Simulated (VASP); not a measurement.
Energy against volume of NaF (rock salt). Computed with PBE GGA with D4 dispersion, VASP's PBE PAW potentials (set 64) (plane waves; VASP). Run with 520 eV cut-off, 10×10×10 Γ-centred mesh, Gaussian smearing of 0.050 eV, potentials Na_pv F.

| V (Å³/atom) | E (eV/atom) |
|---|---|
| 11.979 | -4.32494 |
| 12.361 | -4.33163 |
| 12.744 | -4.33429 |
| 13.126 | -4.33344 |

Q: Fit these four points and predict the energy of the run at 13.508 Å³/atom.

A: A cubic in V^(−2/3), the third-order Birch-Murnaghan form, passes through the four points with V0 = 12.83 Å³/atom and B0 = 48 GPa, and gives -4.3295 eV/atom there. The run gave -4.3297 eV/atom, -0.1 meV/atom from the fit; all five points give B0 = 47 GPa.

The compound is NaF in the rock salt structure. It was relaxed first.
